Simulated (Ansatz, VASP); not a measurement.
**AlNi: VASP beside Ansatz**

Wanted: the spread between two codes on one cell, functional and k mesh. The cell is taken from a series of runs on this material, whose earlier steps may have relaxed, scaled, displaced or heated it; both programs get it as it stands.

Calculated with Ansatz 0.2.0; plane waves, with VASP 6.6.1 beside it; zone-centre phonons at LDA.

**1. Set-up**

The structure is orthorhombic, space group Cmmm (No. 65). The conventional cell has a = 4.007 Å, b = 4.045 Å, c = 2.815 Å, α = 90.00°, β = 90.00°, γ = 90.00°. Nearest to Al lie 8 Ni at 2.45 to 2.46 Å. Nearest to Ni lie 8 Al at 2.45 to 2.46 Å. Farther neighbours are not listed.

As a file:

```
Al Ni
1.0
     2.84684    0.01340    0.00000
     0.01340    2.84684    0.00000
     0.00000    0.00000    2.81520
Al Ni
1 1
Direct
  0.00000 0.00000 0.00000
  0.50000 0.50000 0.50000
```

**2. VASP: zone-centre phonons, LDA**

Second derivatives magnify differences that forces hide, and they need a tight electronic threshold.

Lines of VASP's logs that name or quote its potential files are left out, and so is its time.

INCAR

```
SYSTEM = AlNi
PREC = Accurate
ENCUT = 600
EDIFF = 1E-08
NELM = 120
ISMEAR = 1
SIGMA = 0.2
LREAL = .FALSE.
ALGO = Normal
GGA = PW92
NBANDS = 12
LASPH = .TRUE.
LORBIT = 11
LWAVE = .FALSE.
LCHARG = .FALSE.
ISIF = 2
IBRION = 8
GGA_COMPAT = .FALSE.
KPAR = 2
```

POSCAR

```
AlNi
1.0
    2.8468382822      0.0133975008      0.0000000000
    0.0133975008      2.8468382822      0.0000000000
    0.0000000000      0.0000000000      2.8152022636
Al Ni
1 1
Direct
    0.0000000000      0.0000000000      0.0000000000
    0.5000000000      0.5000000000      0.5000000000
```

KPOINTS

```
Automatic mesh
0
Gamma
16 16 16
0 0 0
```

Potentials, in the order of the species: Al and Ni (LDA family, release 64).

Command:

```sh
mpirun -np 2 vasp_std
```

Numbers of over 12 decimals in the logs are rounded to 6 here.

Log:

```text
[banner, memory and clock lines left out]
running    2 mpi-ranks, on    1 nodes
 distrk:  each k-point on    1 cores,    2 groups
 distr:  one band on    1 cores,    1 groups

 POSCAR found type information on POSCAR AlNi
 POSCAR found :  2 types and       2 ions
|                                                                             |
|               ----> ADVICE to this user running VASP <----                  |
|                                                                             |
|     You enforced a specific xc type in the INCAR file but a different       |
|     [... a line on the potential file left out ...]
|     I HOPE YOU KNOW WHAT YOU ARE DOING!                                     |
|                                                                             |

 LDA part: xc-table for (Slater(with rela. corr.)+PW92), standard interpolation
 POSCAR, INCAR and KPOINTS ok, starting setup
 FFT: planning ... GRIDC
 FFT: planning ... GRID_SOFT
 FFT: planning ... GRID
 WAVECAR not read
 entering main loop
       N       E                     dE             d eps       ncg     rms          rms(c)
DAV:   1     0.440922405878E+02    0.44092E+02   -0.62049E+03 15892   0.130E+03
DAV:   2    -0.117872523693E+02   -0.55879E+02   -0.51619E+02 16136   0.209E+02
DAV:   3    -0.135862712429E+02   -0.17990E+01   -0.17762E+01 19216   0.439E+01
DAV:   4    -0.136099435101E+02   -0.23672E-01   -0.23664E-01 17556   0.452E+00
DAV:   5    -0.136105295605E+02   -0.58605E-03   -0.58603E-03 18960   0.792E-01    0.120E+01
DAV:   6    -0.151145065943E+02   -0.15040E+01   -0.44271E+01 17500   0.109E+02    0.143E+01
DAV:   7    -0.122163541567E+02    0.28982E+01   -0.13375E+01 17660   0.653E+01    0.101E+00
DAV:   8    -0.122028316993E+02    0.13522E-01   -0.26822E-01 19080   0.586E+00    0.102E+00
DAV:   9    -0.121871920193E+02    0.15640E-01   -0.46373E-02 19176   0.323E+00    0.165E-01
DAV:  10    -0.121868413549E+02    0.35066E-03   -0.10540E-03 19156   0.479E-01    0.793E-02
DAV:  11    -0.121868422366E+02   -0.88171E-06   -0.32588E-05 18428   0.499E-02    0.234E-02
DAV:  12    -0.121868416766E+02    0.55995E-06   -0.35329E-06 19456   0.322E-02    0.404E-03
DAV:  13    -0.121868415124E+02    0.16419E-06   -0.51827E-07 24000   0.671E-03    0.164E-03
DAV:  14    -0.121868415136E+02   -0.11553E-08   -0.30461E-08 11688   0.217E-03
   1 F= -.12186842E+02 E0= -.12187124E+02  d E =0.848918E-03
 Linear response reoptimize wavefunctions to high precision
DAV:   1    -0.121868415127E+02    0.91609E-09   -0.12549E-08 19368   0.183E-03
DAV:   2    -0.121868415127E+02   -0.12960E-10   -0.10913E-10  9044   0.990E-05
 Linear response DOF=           4
 Linear response progress:
  Degree of freedom:   1/  4
       N       E                     dE             d eps       ncg     rms          rms(c)
RMM:   1    -0.587584395779E-02   -0.58758E-02    0.28672E-03 62532   0.663E-01
RMM:   2    -0.556412785572E-02    0.31172E-03   -0.42513E-05 41371   0.236E-01    0.614E-02
RMM:   3    -0.554837871428E-02    0.15749E-04   -0.11120E-04 45808   0.859E-02    0.301E-02
RMM:   4    -0.561458202130E-02   -0.66203E-04   -0.45233E-05 45294   0.523E-02    0.588E-03
RMM:   5    -0.561861772041E-02   -0.40357E-05   -0.36142E-06 46812   0.125E-02    0.158E-03
RMM:   6    -0.561779048416E-02    0.82724E-06   -0.15703E-07 45653   0.317E-03    0.857E-04
RMM:   7    -0.561781620398E-02   -0.25720E-07   -0.15302E-08 43467   0.148E-03    0.626E-04
RMM:   8    -0.561796488458E-02   -0.14868E-06   -0.33538E-09 49440   0.440E-04    0.211E-04
RMM:   9    -0.561799251362E-02   -0.27629E-07   -0.27256E-10 49337   0.129E-04    0.765E-06
RMM:  10    -0.561797088527E-02    0.21628E-07    0.26336E-10 50389   0.393E-05    0.866E-06
RMM:  11    -0.561797558502E-02   -0.46997E-08   -0.53883E-11 49444   0.151E-05    0.113E-06
 first order change of Fermi-energy   0.77198E-04
 force on displaced ion       1 direction 1 :  -6.393   0.287   0.000
 Linear response progress:
  Degree of freedom:   2/  4
       N       E                     dE             d eps       ncg     rms          rms(c)
RMM:   1    -0.566089493803E-02   -0.56609E-02    0.20471E-03 34989   0.641E-01
RMM:   2    -0.537198259586E-02    0.28891E-03   -0.73230E-05 23352   0.226E-01    0.594E-02
RMM:   3    -0.535761955303E-02    0.14363E-04   -0.10027E-04 25676   0.815E-02    0.296E-02
RMM:   4    -0.542214815487E-02   -0.64529E-04   -0.42703E-05 25443   0.505E-02    0.571E-03
RMM:   5    -0.542576321771E-02   -0.36151E-05   -0.34402E-06 26195   0.119E-02    0.167E-03
RMM:   6    -0.542528985101E-02    0.47337E-06   -0.28766E-07 25294   0.309E-03    0.832E-04
RMM:   7    -0.542531263567E-02   -0.22785E-07   -0.11705E-08 24185   0.149E-03    0.582E-04
RMM:   8    -0.542545727758E-02   -0.14464E-06   -0.32826E-10 27629   0.434E-04    0.219E-04
RMM:   9    -0.542551511479E-02   -0.57837E-07   -0.30315E-10 27623   0.124E-04    0.965E-06
RMM:  10    -0.542549557593E-02    0.19539E-07    0.49275E-10 27845   0.377E-05    0.882E-06
RMM:  11    -0.542549694110E-02   -0.13652E-08   -0.56836E-11 27622   0.140E-05    0.844E-07
 first order change of Fermi-energy  -0.11966E-03
 force on displaced ion       1 direction 3 :  -0.000   0.000  -6.365
 Linear response progress:
  Degree of freedom:   3/  4
       N       E                     dE             d eps       ncg     rms          rms(c)
RMM:   1    -0.188033004914E+00   -0.18803E+00   -0.10005E-01 41313   0.270E+00
RMM:   2    -0.186597550517E+00    0.14355E-02   -0.17791E-03 41701   0.524E-01    0.130E-01
RMM:   3    -0.186606962530E+00   -0.94120E-05   -0.14314E-04 44710   0.102E-01    0.765E-02
RMM:   4    -0.187009640518E+00   -0.40268E-03   -0.17603E-04 48252   0.103E-01    0.522E-03
RMM:   5    -0.186991483840E+00    0.18157E-04   -0.34074E-06 49257   0.196E-02    0.325E-03
RMM:   6    -0.186987993243E+00    0.34906E-05   -0.23553E-07 45122   0.589E-03    0.229E-03
RMM:   7    -0.186980656000E+00    0.73372E-05   -0.10270E-07 48840   0.350E-03    0.469E-04
RMM:   8    -0.186976865884E+00    0.37901E-05   -0.86853E-09 50917   0.768E-04    0.873E-05
RMM:   9    -0.186976402073E+00    0.46381E-06   -0.14423E-09 51446   0.197E-04    0.208E-05
RMM:  10    -0.186976218559E+00    0.18351E-06   -0.10841E-09 52099   0.638E-05    0.994E-06
RMM:  11    -0.186976245253E+00   -0.26694E-07   -0.10064E-09 51196   0.365E-05    0.169E-06
RMM:  12    -0.186976244435E+00    0.81738E-09   -0.10551E-09 52769   0.241E-05    0.555E-07
 first order change of Fermi-energy  -0.71820E-03
 force on displaced ion       2 direction 1 :  -6.401   0.282   0.000
 Linear response progress:
  Degree of freedom:   4/  4
       N       E                     dE             d eps       ncg     rms          rms(c)
RMM:   1    -0.187559237054E+00   -0.18756E+00   -0.99505E-02 23230   0.269E+00
RMM:   2    -0.186198896225E+00    0.13603E-02   -0.17982E-03 23334   0.522E-01    0.129E-01
RMM:   3    -0.186194008965E+00    0.48873E-05   -0.13992E-04 25096   0.102E-01    0.761E-02
RMM:   4    -0.186580804579E+00   -0.38680E-03   -0.18228E-04 26931   0.105E-01    0.575E-03
RMM:   5    -0.186565537130E+00    0.15267E-04   -0.40041E-06 27277   0.220E-02    0.462E-03
RMM:   6    -0.186559710713E+00    0.58264E-05   -0.59181E-07 24284   0.825E-03    0.251E-03
RMM:   7    -0.186550215629E+00    0.94951E-05   -0.13956E-07 28041   0.306E-03    0.395E-04
RMM:   8    -0.186547130786E+00    0.30848E-05   -0.11602E-08 28427   0.727E-04    0.953E-05
RMM:   9    -0.186546527158E+00    0.60363E-06   -0.25829E-09 27110   0.237E-04    0.303E-05
RMM:  10    -0.186546309508E+00    0.21765E-06   -0.94220E-10 28113   0.100E-04    0.132E-05
RMM:  11    -0.186546360294E+00   -0.50785E-07   -0.11250E-09 28591   0.440E-05    0.226E-06
RMM:  12    -0.186546371021E+00   -0.10727E-07   -0.98297E-10 29446   0.239E-05    0.118E-06
RMM:  13    -0.186546374094E+00   -0.30733E-08   -0.10461E-09 26560   0.189E-05    0.440E-07
 first order change of Fermi-energy   0.25310E-02
 force on displaced ion       2 direction 3 :   0.000   0.000  -6.360
 Linear response finished
```

From OUTCAR (step 2):

```text
ion  position               nearest neighbor table
   1  0.000  0.000  0.000-   2 2.45   2 2.45   2 2.45   2 2.45   2 2.46   2 2.46   2 2.46   2 2.46

  LATTYP: Found a base centered orthorhombic cell.
 ALAT       =     4.0070903812
 B/A-ratio  =     1.0094567008
 C/A-ratio  =     0.7025552198

 Subroutine GETGRP returns: Found  8 space group operations
 (whereof  8 operations were pure point group operations)

The static configuration has the point symmetry D_2h.

 Found    657 irreducible k-points:

   k-points           NKPTS =    657   k-points in BZ     NKDIM =    657   number of bands    NBANDS=     12

   dimension x,y,z NGX =    24 NGY =   24 NGZ =   24
   dimension x,y,z NGXF=    48 NGYF=   48 NGZF=   48

   ENCUT  =  600.0 eV  44.10 Ry    6.64 a.u.   5.69  5.69  5.62*2*pi/ulx,y,z

   NELECT =      13.0000    total number of electrons

 k-points in reciprocal lattice and weights: Automatic mesh
   0.00000000  0.00000000  0.00000000       0.000
   0.06250000  0.00000000  0.00000000       0.001
   0.12500000  0.00000000  0.00000000       0.001
   0.18750000  0.00000000  0.00000000       0.001
   0.25000000  0.00000000  0.00000000       0.001
   0.31250000  0.00000000  0.00000000       0.001
   0.37500000  0.00000000  0.00000000       0.001
   0.43750000 -0.00000000  0.00000000       0.001
   0.50000000  0.00000000  0.00000000       0.000
[...]
-0.43750000  0.43750000  0.50000000       0.000
   0.50000000  0.50000000  0.50000000       0.000

 average (electrostatic) potential at core
       1 -67.7155       2 -81.0008

  Total       -0.1467155     -0.1467155      0.0301530     -0.1741635      0.0000000      0.0000000
  in kB      -10.3029328    -10.3029328      2.1174631    -12.2304404      0.0000000      0.0000000
  external PRESSURE =      -6.1628009 kB  Pullay stress =       0.0000000 kB

  energy-cutoff  :      600.00
  volume of cell :       22.82
      direct lattice vectors                 reciprocal lattice vectors
     2.846838282  0.013397501  0.000000000     0.351274659 -0.001653133  0.000000000
     0.013397501  2.846838282  0.000000000    -0.001653133  0.351274659  0.000000000
     0.000000000  0.000000000  2.815202264     0.000000000  0.000000000  0.355214264

 POSITION                                       TOTAL-FORCE (eV/Angst)
 -----------------------------------------------------------------------------------
      0.00000      0.00000      0.00000         0.000000      0.000000      0.000000
      1.43012      1.43012      1.40760        -0.000000      0.000000      0.000000
 -----------------------------------------------------------------------------------
    total drift:                                0.000000      0.000000     -0.000000

 Eigenvectors and eigenvalues of the dynamical matrix
 ----------------------------------------------------

   1 f  =    9.399070 THz    59.056100 2PiTHz  313.519236 cm-1    38.871414 meV
             X         Y         Z           dx          dy          dz
      0.000000  0.000000  0.000000    -0.585217    0.585217    0.000000
      1.430118  1.430118  1.407601     0.396889   -0.396889   -0.000000

   2 f  =    9.172630 THz    57.633332 2PiTHz  305.965992 cm-1    37.934931 meV
             X         Y         Z           dx          dy          dz
      0.000000  0.000000  0.000000     0.000000   -0.000000    0.827778
      1.430118  1.430118  1.407601    -0.000000    0.000000   -0.561056

   3 f  =    8.988418 THz    56.475896 2PiTHz  299.821353 cm-1    37.173093 meV
             X         Y         Z           dx          dy          dz
      0.000000  0.000000  0.000000    -0.585076   -0.585076   -0.000000
      1.430118  1.430118  1.407601     0.397097    0.397097    0.000000

   4 f/i=    0.001057 THz     0.006642 2PiTHz    0.035261 cm-1     0.004372 meV
             X         Y         Z           dx          dy          dz
      0.000000  0.000000  0.000000     0.396889   -0.396889   -0.000000
      1.430118  1.430118  1.407601     0.585217   -0.585217   -0.000000

   5 f/i=    0.001517 THz     0.009530 2PiTHz    0.050595 cm-1     0.006273 meV
             X         Y         Z           dx          dy          dz
      0.000000  0.000000  0.000000     0.000000   -0.000000    0.561056
      1.430118  1.430118  1.407601     0.000000   -0.000000    0.827778

   6 f/i=    0.004205 THz     0.026419 2PiTHz    0.140252 cm-1     0.017389 meV
             X         Y         Z           dx          dy          dz
      0.000000  0.000000  0.000000     0.397097    0.397097   -0.000000
      1.430118  1.430118  1.407601     0.585076    0.585076   -0.000000

 ELASTIC MODULI CONTR FROM IONIC RELAXATION (kBar)
 Direction    XX          YY          ZZ          XY          YZ          ZX
 --------------------------------------------------------------------------------
 XX           0.0000      0.0000      0.0000      0.0000      0.0000      0.0000
 YY           0.0000      0.0000      0.0000      0.0000      0.0000      0.0000
 ZZ           0.0000      0.0000      0.0000      0.0000      0.0000      0.0000
 XY           0.0000      0.0000      0.0000      0.0000      0.0000      0.0000
 YZ           0.0000      0.0000      0.0000      0.0000      0.0000      0.0000
 ZX           0.0000      0.0000      0.0000      0.0000      0.0000      0.0000
 --------------------------------------------------------------------------------
```

This run has no spin polarisation, so a moment on Ni, if there is one, isn't seen. Its electron count is odd, so without a moment it is a metal by construction.

(Continued in part 2 of 2.)

[Lines on the potential files, build, host, timing and source positions are cut from VASP's logs without a mark.]

[Logs are printed without paths, hosts, clocks, repeated set-up lines and the standing remarks that a program may print on its own settings, such as how far it seeks lower states.]

[Hosts, paths, dates, database ids (printed as entryN), source tags and the programs' standing remarks are cut or masked in the printed files.]
